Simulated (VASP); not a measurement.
All values below come from r2SCAN meta-GGA, VASP's PBE PAW potentials (set 64) (plane waves; VASP 6.6.1).

A VASP calculation is set up with these files.

### INCAR
```
EDIFFG = -0.01
ISMEAR = 0   ! Gaussian
METAGGA = R2SCAN
ENCUT = 520
LCHARG = .FALSE.
LREAL = .FALSE.
SIGMA = 0.05   ! width (eV)
LWAVE = .FALSE.
PREC = Accurate
SYSTEM = InP
ALGO = Normal   ! blocked Davidson
EDIFF = 1E-6   ! SCF stop (eV)
LMAXMIX = 4   ! l cut-off of mixed one-centre charges
LMIXTAU = .TRUE.
NSW = 60   ! most ionic steps
ISIF = 3   ! ions, shape and volume
LASPH = .TRUE.
NELM = 100   ! most electronic steps
IBRION = 2   ! conjugate gradients
```

**KPOINTS**
```
Automatic mesh
0
Gamma
7 7 7
0 0 0
```

**POSCAR**
```
InP
1
    0.0000000000     2.9350000000     2.9350000000
    2.9350000000     0.0000000000     2.9350000000
    2.9350000000     2.9350000000     0.0000000000
In P
1 1
Direct
  0.0000000000   0.0000000000   0.0000000000
  0.2500000000   0.2500000000   0.2500000000
```

POTCAR, in this order: In_d P (PBE.64 set). Program: vasp_std.

Unless said otherwise, spin-orbit coupling is left out, though it shifts the bands of the heavy elements here.

Q: What does the run give for the energy per atom (σ→0), volume per atom, band gap (on the k-mesh)?

A: 
| Property | Value |
|---|---|
| energy per atom (σ→0) | -16.147 eV/atom |
| band gap (on the k-mesh) | 1.04 eV |
| volume per atom | 25.71 Å^3/atom |

**OSZICAR**
```
...
DAV:   4    -0.322944481431E+02   -0.22733E-04   -0.16535E-03   525   0.493E-01    0.160E-01
DAV:   5    -0.322946444500E+02   -0.19631E-03   -0.31827E-04   540   0.211E-01    0.455E-02
DAV:   6    -0.322944251464E+02    0.21930E-03   -0.37260E-04   533   0.264E-01    0.554E-02
DAV:   7    -0.322946393091E+02   -0.21416E-03   -0.23355E-04   520   0.197E-01    0.381E-02
DAV:   8    -0.322946215099E+02    0.17799E-04   -0.39805E-05   520   0.821E-02    0.871E-03
DAV:   9    -0.322946445698E+02   -0.23060E-04   -0.20435E-05   584   0.490E-02    0.956E-03
DAV:  10    -0.322946452946E+02   -0.72487E-06   -0.51801E-06   530   0.293E-02
   3 F= -.32294645E+02 E0= -.32294645E+02  d E =-.324911E-02
```

The compound is InP in the zinc blende structure. This run relaxes it. Symmetry was kept, so distortions that lower it aren't found.
